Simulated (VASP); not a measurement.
# EuSiGe with rev-vdW-DF2: from relaxation to properties, part 5 of 5

Wanted: the relaxed cell of EuSiGe and its properties. The cell is invented: it takes the structure of a Materials Project entry for SrSiGe (space group 187 there), with some of its atoms replaced by other elements, volume scaled by an estimate. It may not be a known or stable phase.

VASP 6.6.1, plane waves and PAW; the level of theory is named at each step.

Still holding for the runs below: The cell holds one magnetic atom, so no antiferromagnetic order fits into it. The k-mesh is coarse for a metal. Without U or exact exchange the f electrons of Eu come out too delocalised, which can shrink the cell and pin f bands at the Fermi level.

So far, moment of the cell, from the last line of the log (μB): step 2 (full relaxation (rev-vdW-DF2)) -6.71; step 3 (second relaxation) 6.71; step 6 (density of states (rev-vdW-DF2)) 6.91. The relaxed cell has a = 4.199, c = 4.243 Å (conventional setting).

## 7. Electric field gradients (rev-vdW-DF2)

Level of this step: rev-vdW-DF2, spin-polarised from a ferromagnetic start; plane waves and PAW (Eu, Ge_d, Si); invented cell (VASP).

Field gradients probe how far the charge around each nucleus departs from cubic symmetry; LASPH keeps the non-spherical terms inside the spheres.

The input, INCAR:

```
SYSTEM = EuSiGe
PREC = Accurate
ENCUT = 450
EDIFF = 1E-07
NELM = 100
ISMEAR = 0
SIGMA = 0.05
LREAL = .FALSE.
ALGO = Normal
GGA = MK
AGGAC = 0
LUSE_VDW = .TRUE.
PARAM1 = 0.1234
PARAM2 = 0.711357
ZAB_VDW = -1.8867
LASPH = .TRUE.
ISPIN = 2
MAGMOM = 6.475 -0.034 -0.034
LMAXMIX = 6
LORBIT = 11
LWAVE = .FALSE.
LCHARG = .FALSE.
LEFG = .TRUE.
```

The input, POSCAR:

```
EuSiGe
1.0
    4.1985413585      0.0000000000      0.0000000000
   -2.0992706792      3.6360432244      0.0000000000
    0.0000000000      0.0000000000      4.2429382734
Eu Ge Si
1 1 1
Direct
    0.6666666700      0.3333333300      0.0000000000
    0.0000000000      0.0000000000      0.5000000000
    0.3333333300      0.6666666700      0.5000000000
```

The input, KPOINTS:

```
Automatic mesh
0
Gamma
5 5 5
0 0 0
```

PAW data sets: Eu, Ge_d and Si (PBE family, release 64).

On the command line:

```
$ mpirun -np 1 vasp_std
```

Output:

```text
[... set-up lines as in an earlier step ...]
 entering main loop
       N       E                     dE             d eps       ncg     rms          rms(c)
[... 16 cycles as in an earlier step ...]
DAV:  17    -0.154060972927E+02   -0.13721E-04   -0.26532E-05  2760   0.522E-02    0.307E-02
DAV:  18    -0.154060987955E+02   -0.15028E-05   -0.50798E-06  2544   0.297E-02    0.191E-02
DAV:  19    -0.154060982162E+02    0.57924E-06   -0.86418E-07  2192   0.108E-02    0.138E-02
DAV:  20    -0.154060984696E+02   -0.25335E-06   -0.37358E-07  1864   0.150E-02    0.624E-03
DAV:  21    -0.154060980916E+02    0.37795E-06   -0.27598E-07  1936   0.965E-03    0.253E-03
DAV:  22    -0.154060981770E+02   -0.85409E-07   -0.61706E-08  1416   0.342E-03
ion   1
     0.0000000     0.0000000     0.0000000    -0.9333481     0.0000000     0.0000285
     0.0000620     0.0000000     0.0000000    -0.9333481     0.0000000     0.0000285
     0.0000854     0.0000000     0.0000000    -0.9333481     0.0000000     0.0000285
     0.0001176     0.0000000     0.0000000    -0.9333480     0.0000000     0.0000285
     0.0001620     0.0000000     0.0000000    -0.9333479     0.0000000     0.0000285

     0.0000000     0.0000002     0.0000000     7.8863197     0.0000000     0.0011138
     0.0000620     0.0000002     0.0000000     7.8834427     0.0000000     0.0011133
     0.0000854     0.0000002     0.0000000     7.8820983     0.0000000     0.0011130
     0.0001176     0.0000002     0.0000000     7.8800685     0.0000000     0.0011127
     0.0001620     0.0000002     0.0000000     7.8770229     0.0000000     0.0011121

ion   2
     0.0000000     0.0000000     0.0000000     0.1043375    -0.0000000     0.0000214
     0.0000487     0.0000000     0.0000000     0.1043375    -0.0000000     0.0000214
     0.0000636     0.0000000     0.0000000     0.1043375    -0.0000000     0.0000214
     0.0000831     0.0000000     0.0000000     0.1043375    -0.0000000     0.0000214
     0.0001085     0.0000000     0.0000000     0.1043375    -0.0000000     0.0000214

     0.0000000     0.0000001     0.0000000    52.4183511    -0.0000000     0.0003897
     0.0000487     0.0000001     0.0000000    52.4166724    -0.0000000     0.0003897
     0.0000636     0.0000001     0.0000000    52.4159049    -0.0000000     0.0003897
     0.0000831     0.0000001     0.0000000    52.4147561    -0.0000000     0.0003897
     0.0001085     0.0000001     0.0000000    52.4130463    -0.0000000     0.0003897

ion   3
     0.0000000     0.0000000     0.0000000     0.5107075     0.0000000     0.0000012
     0.0000353     0.0000000     0.0000000     0.5107075     0.0000000     0.0000012
     0.0000487     0.0000000     0.0000000     0.5107075     0.0000000     0.0000012
     0.0000670     0.0000000     0.0000000     0.5107075     0.0000000     0.0000012
     0.0000923     0.0000000     0.0000000     0.5107075     0.0000000     0.0000012

     0.0000000     0.0000000     0.0000000    26.3213908     0.0000000     0.0000162
     0.0000353     0.0000000     0.0000000    26.3213421     0.0000000     0.0000162
     0.0000487     0.0000000     0.0000000    26.3213121     0.0000000     0.0000162
     0.0000670     0.0000000     0.0000000    26.3212620     0.0000000     0.0000162
     0.0000923     0.0000000     0.0000000    26.3211790     0.0000000     0.0000162

   1 F= -.15406098E+02 E0= -.15405042E+02  d E =-.211277E-02  mag=     6.7090
```

Run time: 2.2 min. Hardware: 1 MPI rank of Intel Xeon 6975P-C (Granite Rapids), shared host; peak memory 0.4 GiB.

OUTCAR, selected parts (step 7):

```text
   NELECT =      35.0000    total number of electrons

 E-fermi :   5.4561

 spin component 1
 k-point     1 :       0.0000    0.0000    0.0000
  band No.  band energies     occupation
    ...
     18       5.0640      1.00000
     19       5.0640      1.00000
     20       5.1832      1.00000
     21       5.3616      0.99623
     22       5.3708      0.99206
     23       7.6065      0.00000
     24       7.6065      0.00000

 k-point     2 :       0.2000    0.0000    0.0000
  band No.  band energies     occupation
    ...
     17       5.0290      1.00000
     18       5.0828      1.00000
     19       5.0950      1.00000
     20       5.1911      1.00000
     21       5.2755      1.00000
     22       6.1805      0.00000
     23       7.6112      0.00000
     24       7.9948      0.00000

Total vdW correction in eV:      5.4455482

  Total        0.0208434      0.0208434     -0.0335510      0.0000000     -0.0000000      0.0000000
  in kB        0.5155670      0.5155670     -0.8298923      0.0000000     -0.0000000      0.0000000
  external PRESSURE =       0.0670806 kB  Pullay stress =       0.0000000 kB

 POSITION                                       TOTAL-FORCE (eV/Angst)
 -----------------------------------------------------------------------------------
      2.09927      1.21201      0.00000         0.000000      0.000000      0.000000
      0.00000      0.00000      2.12147        -0.000000     -0.000000      0.000000
     -0.00000      2.42403      2.12147        -0.000000      0.000000      0.000000
 -----------------------------------------------------------------------------------
    total drift:                               -0.000047      0.000025      0.000000

  FREE ENERGIE OF THE ION-ELECTRON SYSTEM (eV)
  ---------------------------------------------------
  free  energy   TOTEN  =       -15.4060981770 eV

  energy  without entropy=      -15.4039854038  energy(sigma->0) =      -15.40504179

Total vdW correction in eV:      5.4455533

 Electric field gradients after diagonalization (V/A^2)
 (convention: |V_zz| > |V_xx| > |V_yy|)
----------------------------------------------------------------------
 ion       V_xx      V_yy      V_zz     asymmetry (V_yy - V_xx)/ V_zz
----------------------------------------------------------------------
   1       4.685     4.683    -9.368       0.000
   2      33.831    33.825   -67.656       0.000
   3      17.161    17.160   -34.320       0.000
----------------------------------------------------------------------

[... 11 parts as in an earlier step ...]

[... 12 further parts left out ...]
```

Numbers from this step:

```yaml
scf_cycles: 22
irreducible_k_points: 15
free_energy_toten: -15.41 eV
fermi_energy: 5.456 eV
pressure: 0.006708 GPa
moment_of_the_cell_from_the_last_line_of_the_log: 6.709 μB
```

Electric field gradients, by row:

```
atom  Vxx (V/Å²)  Vyy (V/Å²)  Vzz (V/Å²)  asymmetry
 Eu1       4.685       4.683      -9.368          0
 Ge2       33.83       33.83      -67.66          0
 Si3       17.16       17.16      -34.32          0
```

The largest gradient, -67.66 V/Å², sits on Ge2; times the quadrupole moment of a nucleus that has one, it gives the coupling that NMR and NQR see.

## 8. What came out

| Property | Result |
| --- | --- |
| relaxed volume | 21.59 Å³/atom |
| relaxed conventional cell a, b, c | 4.199, 4.199, 4.243 Å; angles 90.0, 90.0, 120.0° |
| space group after relaxing, within 0.02 Å | P-6m2 (No. 187) |
| moment of the cell (5×5×5 mesh) | 6.71 μB |
| largest site moment (5×5×5 mesh) | 6.47 μB on Eu1 |
| band gap | none, a metal |
| DOS at the Fermi level | 1.26 states/eV/cell |
| largest field gradient Vzz | -67.66 V/Å² on Ge2 |

**Reading.** With rev-vdW-DF2, EuSiGe relaxes to 21.59 Å³/atom in space group P-6m2, comes out as a metal and keeps moments of up to 6.47 μB (5×5×5 mesh). Bands along the symmetry lines (rev-vdW-DF2), spin up: Of the bands kept, 2 cross the Fermi level on this path. Bands along the symmetry lines (rev-vdW-DF2), spin down: Of the bands kept, 2 cross the Fermi level on this path. Spin-orbit coupling is left out, and with elements this heavy it would split and shift bands near the Fermi level. The k-sampling is coarse for a metal, so the Fermi level, moments, pressures and the shape of the cell carry errors. Only the typed magnetic starts were tried, so the magnetic ground state may differ and with it the other results. No search among competing phases was made. All values are for a static lattice at zero temperature.

[Lines on the potential files, build, host, timing and source positions are cut from VASP's logs without a mark.]

[Logs are printed without paths, hosts, clocks, repeated set-up lines and the standing remarks that a program may print on its own settings, such as how far it seeks lower states.]

[Hosts, paths, dates, database ids (printed as entryN), source tags and the programs' standing remarks are cut or masked in the printed files.]

[A measured line is paired with the nearest computed mode of its activity, which favours agreement.]
